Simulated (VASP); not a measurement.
Input:

```yaml
crystal:
  lattice:
    - [5.15739, 0.00000, 0.00000]
    - [-2.57870, 4.46643, 0.00000]
    - [0.00000, 0.00000, 4.20124]
  atoms:
    - { symbol: Ga, position: [0.33333, 0.66667, 0.75000] }
    - { symbol: Ga, position: [0.66667, 0.33333, 0.25000] }
    - { symbol: Cu, position: [0.16539, 0.33077, 0.25000] }
    - { symbol: Cu, position: [0.83461, 0.66923, 0.75000] }
    - { symbol: Cu, position: [0.83461, 0.16539, 0.75000] }
    - { symbol: Cu, position: [0.16539, 0.83461, 0.25000] }
    - { symbol: Cu, position: [0.66923, 0.83461, 0.25000] }
    - { symbol: Cu, position: [0.33077, 0.16539, 0.75000] }
```

All values below come from LDA (Ceperley-Alder, Perdew-Zunger), VASP's LDA PAW potentials (set 64) (plane waves; VASP 6.6.1). Run with 300 eV cut-off, 5×5×5 Γ-centred mesh, Gaussian smearing of 0.10 eV, potentials Ga_d Cu.

At this cut-off the stress carries a Pulay error, which pulls relaxed volumes low.

**Question.** Estimate the energy per atom (σ→0), pressure, band gap (on the k-mesh) with the smallest direct gap where there is one.

**Answer.** 
```yaml
band gap (on the k-mesh): none (metal, semimetal or under 0.01 eV)
energy per atom (σ→0): -437.8 kJ/mol of atoms
pressure: -83.1 kbar
```

The structure comes from a computed database's GaCu3 entry (P6_3/mmc); how it stands against other phases isn't given here. The cell was not relaxed at this level.
